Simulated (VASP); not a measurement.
A run of VASP 6.6.1 is set up as follows.

The input INCAR:

```
PREC = Accurate ; ENCUT = 520
EDIFF = 1E-7 ; ISMEAR = 0
SIGMA = 0.1 ; LREAL = F
LASPH = T ; NELM = 80
ALGO = Normal ; ISIF = 2
LWAVE = F ; LCHARG = F
GGA = CA ; NBANDS = 21
```

Contents of KPOINTS:

```
Automatic mesh
0
Gamma
  4 4 4
```

POSCAR

```
TlBi
1.0
    3.9917090000      0.0000000000      0.0000000000
    0.0000000000      3.9917090000      0.0000000000
    0.0000000000      0.0000000000      3.9917090000
Tl Bi
1 1
Direct
    0.0000000000      0.0000000000      0.0000000000
    0.5000000000      0.5000000000      0.5000000000
```

Potentials or basis: VASP PAW LDA potentials, release 64 (Tl_d, Bi_d).

Launch:

```sh
$ cat potpaw_LDA.64/Tl_d/POTCAR potpaw_LDA.64/Bi_d/POTCAR > POTCAR
$ mpirun -np 1 vasp_std > vasp.out
```

**Question.** Predict the band gap on the k mesh.

**Answer.** None (metal or under the smearing width).

**Question.** Estimate the pressure.

**Answer.** -4.8 GPa.

Caveat: the k mesh is coarse (spacing up to 0.39 Å⁻¹), so the values aren't converged; spin-orbit coupling is left out, which moves the levels of the heavy elements.
